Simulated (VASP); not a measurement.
Computed with PBE GGA, VASP's PBE PAW potentials (set 64) (plane waves; VASP).

Input for VASP

POSCAR:
```
Pd
1
    0.0000000000     1.9298290000     1.9298290000
    1.9298290000     0.0000000000     1.9298290000
    1.9298290000     1.9298290000     0.0000000000
Pd
1
Direct
  0.0000000000   0.0000000000   0.0000000000
```

**INCAR**
```
SYSTEM = Pd
PREC = Accurate; ENCUT = 300; LREAL = .False.
LASPH = .True.
EDIFF = 1E-6; NELM = 100; ALGO = Normal
LMAXMIX = 4
ISMEAR = 0; SIGMA = 0.136
GGA = PE
ISIF = 2
LWAVE = .False.; LCHARG = .False.
```

**KPOINTS**
```
Automatic mesh
0
Gamma
15 15 15
0 0 0
```

POTCAR, in this order: Pd (PBE.64 set). Program: vasp_std.

The run wrote:

File OSZICAR:
```
       N       E                     dE             d eps       ncg     rms          rms(c)
DAV:   1     0.205353950934E+02    0.20535E+02   -0.37237E+03  2312   0.640E+02
DAV:   2    -0.528291334908E+01   -0.25818E+02   -0.24890E+02  2320   0.143E+02
DAV:   3    -0.548161215193E+01   -0.19870E+00   -0.19769E+00  2555   0.138E+01
DAV:   4    -0.548241732040E+01   -0.80517E-03   -0.80514E-03  2432   0.834E-01
DAV:   5    -0.548242586399E+01   -0.85436E-05   -0.85444E-05  2641   0.759E-02    0.828E+00
DAV:   6    -0.522156859550E+01    0.26086E+00   -0.11265E+00  2218   0.100E+01    0.415E+00
DAV:   7    -0.520781681204E+01    0.13752E-01   -0.14052E-02  2428   0.100E+00    0.209E+00
DAV:   8    -0.520373645117E+01    0.40804E-02   -0.11294E-03  2300   0.286E-01    0.764E-02
DAV:   9    -0.520373981649E+01   -0.33653E-05   -0.10068E-05  2580   0.338E-02    0.124E-02
DAV:  10    -0.520374402474E+01   -0.42083E-05   -0.16165E-06  2423   0.101E-02    0.366E-03
DAV:  11    -0.520374388301E+01    0.14172E-06   -0.42270E-08  1136   0.191E-03
   1 F= -.52037439E+01 E0= -.51942874E+01  d E =-.189130E-01
```

OUTCAR:
```
------------------------ aborting loop because EDIFF is reached ----------------------------------------
  FORCE on cell =-STRESS in cart. coord.  units (eV):
  Direction    XX          YY          ZZ          XY          YZ          ZX
  --------------------------------------------------------------------------------------
  Total        1.0898111      1.0898111      1.0898111      0.0000000      0.0000000     -0.0000000
  in kB      121.4717575    121.4717575    121.4717575      0.0000000      0.0000000     -0.0000000
  external PRESSURE =     121.4717575 kB  Pullay stress =       0.0000000 kB
  volume of cell :       14.37
      direct lattice vectors                 reciprocal lattice vectors
     0.000000000  1.929829000  1.929829000    -0.259090313  0.259090313  0.259090313
     1.929829000  0.000000000  1.929829000     0.259090313 -0.259090313  0.259090313
     1.929829000  1.929829000  0.000000000     0.259090313  0.259090313 -0.259090313
 POSITION                                       TOTAL-FORCE (eV/Angst)
 -----------------------------------------------------------------------------------
      0.00000      0.00000      0.00000         0.000000     -0.000000      0.000000
 -----------------------------------------------------------------------------------
    total drift:                                0.000000     -0.000000      0.000000
  FREE ENERGIE OF THE ION-ELECTRON SYSTEM (eV)
  ---------------------------------------------------
  free  energy   TOTEN  =        -5.2037438830 eV

  energy  without entropy=       -5.1848308876  energy(sigma->0) =       -5.19428739
```
(Selected blocks of OUTCAR.)

File OUTCAR:
```
 val. band max:       10.2042784760   @ k =   0.4667   0.0667   0.0000

 cond. band min:      10.2290085104   @ k =  -0.4000   0.4000   0.0000


 Fermi energy:        10.2272147145

 k-point     1 :       0.0000    0.0000    0.0000
  band No.  band energies     occupation
      1       2.8801      2.00000
      2       7.2734      2.00000
      3       7.2734      2.00000
      4       7.2734      2.00000
      5       8.9535      2.00000
      6       8.9535      2.00000
      7      27.4284      0.00000
      8      32.3527      0.00000
      9      32.3527      0.00000

 k-point     2 :       0.0667    0.0000    0.0000
  band No.  band energies     occupation
      1       3.0451      2.00000
      2       7.2135      2.00000
      3       7.3313      2.00000
      4       7.3313      2.00000
      5       8.9253      2.00000
      6       8.9253      2.00000
      7      27.6111      0.00000
      8      31.3123      0.00000
      9      32.5504      0.00000

 k-point     3 :       0.1333    0.0000    0.0000
  band No.  band energies     occupation
      1       3.5117      2.00000
      2       7.0792      2.00000
      3       7.4712      2.00000
      4       7.4712      2.00000
      5       8.8791      2.00000
      6       8.8791      2.00000
      7      27.9428      0.00000
      8      29.4103      0.00000
      9      33.1000      0.00000

 k-point     4 :       0.2000    0.0000    0.0000
  band No.  band energies     occupation
      1       4.1605      2.00000
      2       7.0280      2.00000
      3       7.5828      2.00000
      4       7.5828      2.00000
      5       8.9321      2.00000
      6       8.9321      2.00000
      7      26.7178      0.00000
      8      28.7060      0.00000
      9      33.8402      0.00000

 k-point     5 :       0.2667    0.0000    0.0000
  band No.  band energies     occupation
      1       4.6894      2.00000
      2       7.3919      2.00000
      3       7.5567      2.00000
...
```

At this cut-off the stress carries a Pulay error, which pulls relaxed volumes low.

The structure is a typed Pd crystal (Fm-3m). The cell was not relaxed at this level.
